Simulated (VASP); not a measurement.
Input:

```yaml
crystal:
  lattice:
    - [4.43378, 0.00000, 0.00000]
    - [0.00000, 4.43378, 0.00000]
    - [0.00000, 0.00000, 4.43378]
  atoms:
    - { symbol: Ga, position: [0.00000, 0.50000, 0.50000] }
    - { symbol: Ga, position: [0.50000, 0.00000, 0.50000] }
    - { symbol: Ga, position: [0.50000, 0.50000, 0.00000] }
    - { symbol: Bi, position: [0.00000, 0.00000, 0.00000] }
```

Method: PBEsol GGA with spin-orbit coupling, VASP's PBE PAW potentials (set 64) (plane waves; VASP 6.6.1). Numerical set-up: 400 eV cut-off, 6×6×6 Γ-centred mesh, Gaussian smearing of 0.050 eV, potentials Ga_d Bi_d.

Question: Give the energies of bands 49 to 62 at the high-symmetry points, in eV from the Fermi level.

Answer: 
```csv
band,Γ,X,M,R
49,-3.10,-2.38,-0.85,-5.14
50,-3.10,-2.38,-0.85,-5.14
51,-2.97,-1.32,-0.09,-4.56
52,-2.97,-1.32,-0.09,-4.56
53,-2.97,-0.40,0.50,-4.56
54,-2.97,-0.40,0.50,-4.56
55,2.45,-0.33,0.57,-3.54
56,2.45,-0.33,0.57,-3.54
57,3.62,0.41,1.30,5.97
58,3.62,0.41,1.30,5.97
59,3.62,0.94,1.51,7.79
60,3.63,0.94,1.51,7.80
61,3.77,4.46,1.56,7.91
62,3.77,4.46,1.56,7.92
```

It has no gap at this level: it comes out as a metal or semimetal.

The structure comes from a computed database's Ga3Bi entry (Pm-3m); how it stands against other phases isn't given here. It was relaxed first, which changed the volume by -6 %.
